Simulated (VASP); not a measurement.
# ZnPb (Fm-3m) in VASP: a series of runs

Runs on ZnPb. Level: PBE. Tasks: single point, relaxation of cell and atoms.

All numbers are computed with VASP 6.6.1; they aren't measurements. Logs are shortened: lines on timing, memory, paths and dates and some standing lists are left out, and cuts for length are marked.

### 1 The crystal as given

It takes space group Fm-3m (No. 225, cubic). Conventional cell: a = 5.907 Å, b = 5.907 Å, c = 5.907 Å, α = 90.00°, β = 90.00°, γ = 90.00°. Around Pb (site symmetry m-3m) lie 6 Zn at 2.95 Å. Around Zn (site symmetry m-3m) lie 6 Pb at 2.95 Å.

The cell was built by a generator and needn't be a form met in nature.

### 2 Single point, PBE

INCAR

```
ALGO = Fast
EDIFF = 1E-6
ENCUT = 520
GGA = PE
ISIF = 2
ISMEAR = -1
LASPH = True
LCHARG = False
LREAL = False
LWAVE = False
NBANDS = 20
NELM = 100
PREC = Accurate
SIGMA = 0.0538
```

KPOINTS

```
k-points
0
Gamma
  6 6 6
```

POSCAR

```
ZnPb
1.0
    0.0000000000      2.9535230590      2.9535230590
    2.9535230590      0.0000000000      2.9535230590
    2.9535230590      2.9535230590      0.0000000000
Pb Zn
1 1
Direct
    0.0000000000      0.0000000000      0.0000000000
    0.5000000000      0.5000000000      0.5000000000
```

Potentials or basis: VASP PAW PBE potentials, release 64 (Pb_d, Zn).

Started as:

```console
$ cat potpaw_PBE.64/Pb_d/POTCAR potpaw_PBE.64/Zn/POTCAR > POTCAR
$ mpirun -np 1 vasp_std > vasp.out
```

OUTCAR:

```text
EDIFF = 1E-6
   ENCUT = 520
   GGA = PE
   ISIF = 2
   ISMEAR = -1
   LASPH = True
   LREAL = False
   NELM = 100
   PREC = Accurate

 ion  position               nearest neighbor table
   1  0.000  0.000  0.000-   2 2.95   2 2.95   2 2.95   2 2.95   2 2.95   2 2.95
   2  0.500  0.500  0.500-   1 2.95   1 2.95   1 2.95   1 2.95   1 2.95   1 2.95

  LATTYP: Found a face centered cubic cell.
 ALAT       =     5.9070461180

  Lattice vectors:

 A1 = (   0.0000000000,   2.9535230590,   2.9535230590)
 A2 = (   2.9535230590,   0.0000000000,   2.9535230590)
 A3 = (   2.9535230590,   2.9535230590,   0.0000000000)

Analysis of symmetry for initial positions (statically):
=====================================================================
 Subroutine PRICEL returns:
 Original cell was already a primitive cell.

 Routine SETGRP: Setting up the symmetry group for a
 face centered cubic supercell.

 Subroutine GETGRP returns: Found 48 space group operations
 (whereof 48 operations were pure point group operations)
 out of a pool of 48 trial point group operations.

The static configuration has the point symmetry O_h .

Analysis of symmetry for dynamics (positions and initial velocities):
=====================================================================
 Subroutine PRICEL returns:
 Original cell was already a primitive cell.

 Routine SETGRP: Setting up the symmetry group for a
 face centered cubic supercell.

 Subroutine GETGRP returns: Found 48 space group operations
 (whereof 48 operations were pure point group operations)
 out of a pool of 48 trial point group operations.

The dynamic configuration has the point symmetry O_h .

 Subroutine INISYM returns: Found 48 space group operations
 (whereof 48 operations are pure point group operations),
 and found     1 'primitive' translations

----------------------------------------------------------------------------------------

                                     Primitive cell

  volume of cell :      51.5289

  direct lattice vectors                    reciprocal lattice vectors
     0.000000000  2.953523059  2.953523059    -0.169289350  0.169289350  0.169289350
     2.953523059  0.000000000  2.953523059     0.169289350 -0.169289350  0.169289350
     2.953523059  2.953523059  0.000000000     0.169289350  0.169289350 -0.169289350

  length of vectors
     4.176912367  4.176912367  4.176912367     0.293217756  0.293217756  0.293217756

  position of ions in fractional coordinates (direct lattice)
     0.000000000  0.000000000  0.000000000
     0.500000000  0.500000000  0.500000000

  ion indices of the primitive-cell ions
   primitive index   ion index
                 1           1
                 2           2

----------------------------------------------------------------------------------------

 KPOINTS: k-points

Automatic generation of k-mesh.
 Grid dimensions read from file:
 generate k-points for:    6    6    6

 Generating k-lattice:

  Cartesian coordinates                     Fractional coordinates (reciprocal lattice)
    -0.028214892  0.028214892  0.028214892     0.166666667  0.000000000  0.000000000
     0.028214892 -0.028214892  0.028214892     0.000000000  0.166666667  0.000000000
     0.028214892  0.028214892 -0.028214892     0.000000000  0.000000000  0.166666667

  Length of vectors
     0.048869626  0.048869626  0.048869626

  Shift w.r.t. Gamma in fractional coordinates (k-lattice)
     0.000000000  0.000000000  0.000000000

 Subroutine IBZKPT returns following result:
 ===========================================

 Found     16 irreducible k-points:

 Following reciprocal coordinates:
            Coordinates               Weight
  0.000000  0.000000  0.000000      1.000000
  0.166667  0.000000  0.000000      8.000000
  0.333333  0.000000  0.000000      8.000000
  0.500000  0.000000  0.000000      4.000000
  0.166667  0.166667  0.000000      6.000000
  0.333333  0.166667  0.000000     24.000000
[... 8 lines left out ...]
 -0.333333  0.333333  0.166667     24.000000
 -0.333333  0.500000  0.166667     12.000000
   k-points           NKPTS =     16   k-points in BZ     NKDIM =     16   number of bands    NBANDS=     20
   number of dos      NEDOS =    301   number of ions     NIONS =      2
   total plane-waves  NPLWV =  32768
   dimension x,y,z NGX =    32 NGY =   32 NGZ =   32
   dimension x,y,z NGXF=    64 NGYF=   64 NGZF=   64
   ions per type =               1   1
   NGX,Y,Z   is equivalent  to a cutoff of  12.74, 12.74, 12.74 a.u.
   NGXF,Y,Z  is equivalent  to a cutoff of  25.47, 25.47, 25.47 a.u.
 SYSTEM =  unknown system
   PREC   = accura    normal or accurate (medium, high low for compatibility)
   ISTART =      0    job   : 0-new  1-cont  2-samecut
   ICHARG =      2    charge: 1-file 2-atom 10-const
   ISPIN  =      1    spin polarized calculation?
   LNONCOLLINEAR =      F non collinear calculations
   LSORBIT =      F    spin-orbit coupling
   LASPH  =      T    aspherical Exc in radial PAW
   ENCUT  =  520.0 eV  38.22 Ry    6.18 a.u.   7.77  7.77  7.77*2*pi/ulx,y,z
   NELM   =    100;   NELMIN=  2; NELMDL= -5     # of ELM steps
   EDIFF  = 0.1E-05   stopping-criterion for ELM
   LREAL  =      F    real-space projection
   EDIFFG = 0.1E-04   stopping-criterion for IOM
   NSW    =      0    number of steps for IOM
   IBRION =     -1    ionic relax: 0-MD 1-quasi-New 2-CG
   NFREE  =      0    steps in history (QN), initial steepest desc. (CG)
   ISIF   =      2    stress and relaxation
   ISYM   =      2    0-nonsym 1-usesym 2-fastsym
   POTIM  = 0.5000    time-step for ionic-motion
   TEBEG  =    0.0;   TEEND  =   0.0 temperature during run
   PSTRESS=    0.0 pullay stress
   NELECT =      26.0000    total number of electrons
   NUPDOWN=      -1.0000    fix difference up-down
   EMIN   =  10.00;   EMAX   =-10.00  energy-range for DOS
   EFERMI =   0.00;   METHOD = LEGACY
   ISMEAR =    -1;   SIGMA  =   0.05  broadening in eV -4-tet -1-fermi 0-gaus
   EFERMI_NEDOS =   21; number of points for ismear=-14 and -15
   IALGO  =     68    algorithm
   IMIX   =      4    mixing-type and parameters
     AMIX     =   0.40;   BMIX     =  1.00
     AMIX_MAG =   1.60;   BMIX_MAG =  1.00
  volume/ion in A,a.u.               =      25.76       173.87
  Fermi-wavevector in a.u.,A,eV,Ry     =   1.303314  2.462906 23.111213  1.698626
  Thomas-Fermi vector in A             =   2.434324
   LORBIT       =      0    0 simple, 1 ext, 2 COOP (PROOUT), +10 PAW based schemes
   GGA     = PE    functional components
   LHFCALC =     F    Hartree Fock is set to
   AEXX    =    0.0000 exact exchange contribution
   IVDW    =     0    specifies the selected vdW correction
   LEPSILON=     F    determine dielectric tensor
   LRPA    =     F    only Hartree local field effects (RPA)
 non-spin polarized calculation
 RMM-DIIS sequential band-by-band and
  energy-cutoff  :      520.00
  volume of cell :       51.53
 maximum number of plane-waves:      1411
   NGX = 15   NGY = 15   NGZ = 15

 number of electron      25.9999987 magnetization

 Free energy of the ion-electron system (eV)
  ---------------------------------------------------
  ext. energy  EPLUGINS =         0.00000000
  ---------------------------------------------------
  free energy    TOTEN  =        -4.19935359 eV

  energy without entropy =       -4.18259493  energy(sigma->0) =       -4.19097426

 E-fermi :   4.5131     XC(G=0):  -9.9959

 val. band max:        4.4522489870   @ k =   0.3333   0.3333   0.0000
 cond. band min:       4.6071116475   @ k =   0.3333   0.3333   0.0000
 fundamental gap:      0.1548626605
 Fermi energy:         4.5131178695

 k-point     1 :       0.0000    0.0000    0.0000
  band No.  band energies     occupation
      1     -12.2963      2.00000
      2     -12.2963      2.00000
      3     -12.2672      2.00000
      4     -12.2672      2.00000
      5     -12.2672      2.00000
      6      -6.0591      2.00000
[... 12 lines left out ...]
     19      12.5820      0.00000
     20      12.5901      0.00000

 k-point     2 :       0.1667    0.0000    0.0000
  band No.  band energies     occupation
      1     -12.2964      2.00000
      2     -12.2964      2.00000
      3     -12.2650      2.00000
      4     -12.2565      2.00000
      5     -12.2565      2.00000
      6      -5.7265      2.00000
[... 12 lines left out ...]
     19      11.9265      0.00000
     20      13.2533      0.00000

 k-point     3 :       0.3333    0.0000    0.0000
  band No.  band energies     occupation
      1     -12.3003      2.00000
      2     -12.3003      2.00000
      3     -12.2615      2.00000
      4     -12.2312      2.00000
      5     -12.2312      2.00000
      6      -4.8070      2.00000
[... 12 lines left out ...]
     19      14.1340      0.00000
     20      15.0521      0.00000

 k-point     4 :       0.5000    0.0000    0.0000
  band No.  band energies     occupation
      1     -12.3029      2.00000
      2     -12.3029      2.00000
      3     -12.2599      2.00000
      4     -12.2179      2.00000
      5     -12.2179      2.00000
      6      -4.0020      2.00000
[... 12 lines left out ...]
     19      17.1383      0.00000
     20      17.1951      0.00000

 k-point     5 :       0.1667    0.1667    0.0000
  band No.  band energies     occupation
      1     -12.3024      2.00000
      2     -12.2889      2.00000
      3     -12.2746      2.00000
      4     -12.2497      2.00000
      5     -12.2497      2.00000
      6      -5.6231      2.00000
[... 12 lines left out ...]
     19      12.9141      0.00000
     20      14.3042      0.00000
[... 169 lines left out ...]
      6      -4.1018      2.00000
[... 12 lines left out ...]
     19      18.2369      0.00000
     20      18.2465      0.00000

 k-point    14 :       0.5000    0.3333    0.1667
  band No.  band energies     occupation
      1     -12.3177      2.00000
      2     -12.2840      2.00000
      3     -12.2675      2.00000
      4     -12.2247      2.00000
      5     -12.2159      2.00000
      6      -4.2861      2.00000
[... 12 lines left out ...]
     19      14.9558      0.00000
     20      16.3373      0.00000

 k-point    15 :      -0.3333    0.3333    0.1667
  band No.  band energies     occupation
      1     -12.3208      2.00000
      2     -12.2838      2.00000
      3     -12.2477      2.00000
      4     -12.2404      2.00000
      5     -12.2064      2.00000
      6      -3.9248      2.00000
[... 12 lines left out ...]
     19      14.7107      0.00000
     20      15.0748      0.00000

 k-point    16 :      -0.3333    0.5000    0.1667
  band No.  band energies     occupation
      1     -12.3329      2.00000
      2     -12.2747      2.00000
      3     -12.2722      2.00000
      4     -12.2227      2.00000
      5     -12.1978      2.00000
      6      -3.9586      2.00000
[... 12 lines left out ...]
     19      16.1265      0.00000
     20      17.7821      0.00000

------------------------ aborting loop because EDIFF is reached ----------------------------------------

  FORCE on cell =-STRESS in cart. coord.  units (eV):
  Direction    XX          YY          ZZ          XY          YZ          ZX
  --------------------------------------------------------------------------------------
  -------------------------------------------------------------------------------------
  Total        0.0174468      0.0174468      0.0174468     -0.0000000      0.0000000     -0.0000000
  in kB        0.5424699      0.5424699      0.5424699     -0.0000000      0.0000000     -0.0000000
  external PRESSURE =       0.5424699 kB  Pullay stress =       0.0000000 kB

 VOLUME and BASIS-vectors are now :
 -----------------------------------------------------------------------------
  energy-cutoff  :      520.00
  volume of cell :       51.53
      direct lattice vectors                 reciprocal lattice vectors
     0.000000000  2.953523059  2.953523059    -0.169289350  0.169289350  0.169289350
     2.953523059  0.000000000  2.953523059     0.169289350 -0.169289350  0.169289350
     2.953523059  2.953523059  0.000000000     0.169289350  0.169289350 -0.169289350

 POSITION                                       TOTAL-FORCE (eV/Angst)
 -----------------------------------------------------------------------------------
      0.00000      0.00000      0.00000         0.000000      0.000000      0.000000
      2.95352      2.95352      2.95352        -0.000000     -0.000000     -0.000000
 -----------------------------------------------------------------------------------
    total drift:                                0.000000     -0.000000      0.000000

  FREE ENERGIE OF THE ION-ELECTRON SYSTEM (eV)
  ---------------------------------------------------
  free  energy   TOTEN  =        -4.1993535901 eV

  energy  without entropy=       -4.1825949267  energy(sigma->0) =       -4.19097426
```

Wall time 12 s (1 thread of AMD EPYC 9R45 (Zen 5), shared host); peak memory 0.14 GiB.

What came out:

```yaml
Free_energy: -4.1994 eV
Pressure: 0.1 GPa
Band_gap_on_the_k_mesh: none (metal or under the smearing width)
```

Levels at points of the mesh, in eV from the Fermi level:
| k point | band 8 | band 9 | band 10 | band 11 | band 12 | band 13 | band 14 | band 15 | band 16 | band 17 |
| --- | --- | --- | --- | --- | --- | --- | --- | --- | --- | --- |
| (0.00, 0.00, 0.00) | -7.09 | -7.09 | -7.08 | -7.08 | 1.80 | 2.24 | 2.24 | 2.24 | 7.85 | 7.85 |
| (0.50, 0.00, 0.00) | -7.20 | -7.19 | -7.06 | -7.06 | -5.19 | 2.64 | 2.64 | 3.96 | 4.29 | 4.29 |
| (0.50, 0.50, 0.00) | -7.06 | -7.03 | -7.03 | -6.27 | -3.52 | -1.35 | -0.59 | -0.59 | 4.52 | 10.98 |

The run has no spin-orbit coupling, so splittings on Pb are missing.

### 3 Relaxation of cell and atoms, PBE

This run uses another cell than the first one, of 22.19 Å³/atom, 0.861 times its volume.

INCAR

```
SYSTEM = ZnPb
  PREC = Accurate
  ENCUT = 600
  EDIFF = 1E-6
  ISMEAR = -1
  SIGMA = 0.0538
  LREAL = .False.
  LASPH = .True.
  NELM = 100
  ALGO = Normal
  ISIF = 3
  LWAVE = .False.
  LCHARG = .False.
  GGA = PE
  IBRION = 2
  NSW = 60
  EDIFFG = -0.01
```

KPOINTS

```
regular mesh
0
Gamma
  6 6 6
  0 0 0
```

POSCAR

```
ZnPb
1.0
    0.0000000000      2.8100830000      2.8100830000
    2.8100830000      0.0000000000      2.8100830000
    2.8100830000      2.8100830000      0.0000000000
Pb Zn
1 1
Direct
    0.0000000000      0.0000000000      0.0000000000
    0.5000000000      0.5000000000      0.5000000000
```

Potentials or basis: VASP PAW PBE potentials, release 64 (Pb_d, Zn).

Started as:

```console
$ cat potpaw_PBE.64/Pb_d/POTCAR potpaw_PBE.64/Zn/POTCAR > POTCAR
$ mpirun -np 1 vasp_std > vasp.out
```

Wall time 21 s (1 thread of AMD EPYC 9R45 (Zen 5), shared host); peak memory 0.16 GiB.

It converged, with:

```
Free energy                            : -4.1971 eV
Relaxed volume                         : 25.79 Å³/atom
Relaxed cell                           : a = 4.178 Å, b = 4.178 Å, c = 4.178 Å, α = 60.00°, β = 60.00°, γ = 60.00°
Space group after relaxing (to 0.05 Å) : Fm-3m (No. 225)
Energy gained by relaxing              : 79.1 meV/atom
Ionic steps                            : 3
Pressure after relaxing                : 0.0 GPa
Band gap on the k mesh                 : none (metal or under the smearing width)
```

The path:
```csv
step,energy change (eV),largest force (eV/Å),pressure (GPa),volume (Å³)
1,0.0000,0.0000,7.90,44.38
2,-0.1582,0.0000,-0.15,51.78
3,-0.1583,0.0000,-0.05,51.57
```

Final structure:
```
Pb Zn
1.0
     0.00000    2.95432    2.95432
     2.95432    0.00000    2.95432
     2.95432    2.95432    0.00000
Pb Zn
1 1
Direct
  0.00000 0.00000 0.00000
  0.50000 0.50000 0.50000
```

Levels at points of the mesh, in eV from the Fermi level:
```
           k point  band 8  band 9  band 10  band 11  band 12  band 13  band 14  band 15  band 16  band 17
(0.00, 0.00, 0.00)   -7.09   -7.09    -7.08    -7.08     1.79     2.23     2.23     2.23     7.84     8.07
(0.50, 0.00, 0.00)   -7.20   -7.19    -7.05    -7.05    -5.19     2.64     2.64     3.96     4.28     4.28
(0.50, 0.50, 0.00)   -7.06   -7.03    -7.03    -6.27    -3.51    -1.35    -0.59    -0.59     4.52    10.97
```

Caveat: the volume moved by over 15 % at a fixed basis, so the end points are rough. Spin-orbit coupling is left out, which matters for the levels of Pb.
